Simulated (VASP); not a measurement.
Calculation: PBE GGA, VASP's PBE PAW potentials (set 64) (plane waves; VASP 6.6.1).

VASP input:

**POSCAR**
```
Y
3.657110
  0.4999999759  -0.8660254381   0.0000000000
  0.4999999759   0.8660254381   0.0000000000
  0.0000000000   0.0000000000   1.5433605542
Y
2
Cart
  0.4999999759   0.2886757234   0.3858401386
  0.4999999759  -0.2886757234   1.1575204157
```

### KPOINTS
```
K-points
0
G
 13 13 7
0 0 0
```

INCAR:
```
! general
SYSTEM   =  Y
PREC     =  Accurate
ENCUT    =  520
LREAL    =  F
LASPH    =  T   ! aspherical one-centre terms

! electronic loop
EDIFF    =  1E-7
NELM     =  100
ALGO     =  Normal   ! blocked Davidson
LMAXMIX  =  4   ! l cut-off of mixed one-centre charges

! smearing
ISMEAR   =  -5   ! tetrahedra, Bloechl

! functional
GGA      =  PE   ! PBE

! ions
ISIF     =  2   ! forces and stress, cell fixed

! output
LWAVE    =  F
LCHARG   =  T
LORBIT   =  11   ! lm-projected
NEDOS    =  601   ! DOS grid
```

POTCAR, in this order: Y_sv (PBE.64 set). Program: vasp_std.

The resulting files:

**OSZICAR**
```
       N       E                     dE             d eps       ncg     rms          rms(c)
DAV:   1     0.866833451357E+02    0.86683E+02   -0.11591E+04  2528   0.139E+03
DAV:   2    -0.572211361879E+01   -0.92405E+02   -0.91579E+02  3101   0.286E+02
DAV:   3    -0.131054317042E+02   -0.73833E+01   -0.72916E+01  4823   0.477E+01
DAV:   4    -0.132540261596E+02   -0.14859E+00   -0.14861E+00  2789   0.764E+00
DAV:   5    -0.132581917714E+02   -0.41656E-02   -0.41673E-02  3732   0.962E-01    0.331E+01
DAV:   6    -0.129293379318E+02    0.32885E+00   -0.43939E-01  2534   0.478E+00    0.206E+01
DAV:   7    -0.128741900815E+02    0.55148E-01   -0.85625E-01  3184   0.616E+00    0.182E+00
DAV:   8    -0.128646948504E+02    0.94952E-02   -0.17952E-01  3038   0.274E+00    0.130E+00
DAV:   9    -0.128634721686E+02    0.12227E-02   -0.42492E-03  3599   0.467E-01    0.399E-01
DAV:  10    -0.128636663402E+02   -0.19417E-03   -0.22882E-03  2681   0.502E-01    0.417E-01
DAV:  11    -0.128635769237E+02    0.89417E-04   -0.20720E-04  3035   0.148E-01    0.462E-02
DAV:  12    -0.128635720740E+02    0.48497E-05   -0.31448E-05  3118   0.561E-02    0.192E-02
DAV:  13    -0.128635752678E+02   -0.31938E-05   -0.56234E-06  2933   0.245E-02    0.149E-03
DAV:  14    -0.128635752733E+02   -0.55234E-08   -0.16360E-07  2774   0.260E-03
   1 F= -.12863575E+02 E0= -.12863575E+02  d E =0.000000E+00
```

### OUTCAR
```
------------------------ aborting loop because EDIFF is reached ----------------------------------------
  FORCE on cell =-STRESS in cart. coord.  units (eV):
  Direction    XX          YY          ZZ          XY          YZ          ZX
  --------------------------------------------------------------------------------------
  Total       -0.0035329     -0.0035329      0.1622867      0.0000000     -0.0000000     -0.0000000
  in kB       -0.0865829     -0.0865830      3.9772356      0.0000000     -0.0000000     -0.0000000
  external PRESSURE =       1.2680232 kB  Pullay stress =       0.0000000 kB
  volume of cell :       65.38
      direct lattice vectors                 reciprocal lattice vectors
     1.828554912 -3.167150290  0.000000000     0.273439970 -0.157870626  0.000000000
     1.828554912  3.167150290  0.000000000     0.273439970  0.157870626  0.000000000
     0.000000000  0.000000000  5.644239317     0.000000000  0.000000000  0.177171793
 POSITION                                       TOTAL-FORCE (eV/Angst)
 -----------------------------------------------------------------------------------
      1.82855      1.05572      1.41106         0.000000     -0.000000      0.000000
      1.82855     -1.05572      4.23318        -0.000000      0.000000      0.000000
 -----------------------------------------------------------------------------------
    total drift:                                0.000067      0.000518     -0.000010
  FREE ENERGIE OF THE ION-ELECTRON SYSTEM (eV)
  ---------------------------------------------------
  free  energy   TOTEN  =       -12.8635752733 eV

  energy  without entropy=      -12.8635752733  energy(sigma->0) =      -12.86357527

 total charge

# of ion       s       p       d       f       tot
--------------------------------------------------
    1        2.280   6.226   0.920   0.007   9.433
    2        2.280   6.226   0.920   0.007   9.433
--------------------------------------------------
tot          4.561  12.452   1.840   0.013  18.866
```
(Selected blocks of OUTCAR.)

### OUTCAR
```
 val. band max:        3.0182294438   @ k =   0.3077   0.2308   0.2857

 cond. band min:       3.0136052644   @ k =   0.3077   0.0769   0.0000


 Fermi energy:         3.0122728477

 k-point     1 :       0.0000    0.0000    0.0000
  band No.  band energies     occupation
      1     -39.6592      2.00000
      2     -39.5796      2.00000
      3     -19.9487      2.00000
      4     -19.4680      2.00000
      5     -19.4680      2.00000
      6     -19.3696      2.00000
      7     -19.3696      2.00000
      8     -19.3238      2.00000
      9      -1.6714      2.00000
     10       1.1810      2.00000
     11       4.0308      0.00000
     12       4.7483      0.00000
     13       4.7483      0.00000
     14       5.1909      0.00000
     15       5.3880      0.00000

 k-point     2 :       0.0769   -0.0000    0.0000
  band No.  band energies     occupation
      1     -39.6563      2.00000
      2     -39.5788      2.00000
      3     -19.9380      2.00000
      4     -19.4884      2.00000
      5     -19.4753      2.00000
      6     -19.3914      2.00000
      7     -19.3720      2.00000
      8     -19.3293      2.00000
      9      -1.5462      2.00000
     10       1.2966      2.00000
     11       3.8910      0.00000
     12       4.4421      0.00000
     13       4.8642      0.00000
     14       5.2484      0.00000
     15       5.4191      0.00000

 k-point     3 :       0.1538   -0.0000    0.0000
  band No.  band energies     occupation
      1     -39.6480      2.00000
      2     -39.5765      2.00000
      3     -19.9071      2.00000
      4     -19.5453      2.00000
      5     -19.4948      2.00000
      6     -19.4504      2.00000
      7     -19.3792      2.00000
      8     -19.3456      2.00000
      9      -1.1847      2.00000
     10       1.6108      2.00000
     11       3.5363     -0.01346
     12       3.9361      0.00000
     13       4.9303      0.00000
     14       5.2066      0.00000
     15       5.2673      0.00000
...
```

For a metal the tetrahedron method with Blöchl corrections gives inexact stress and forces.

The compound is Y in the hcp structure. It was relaxed first.
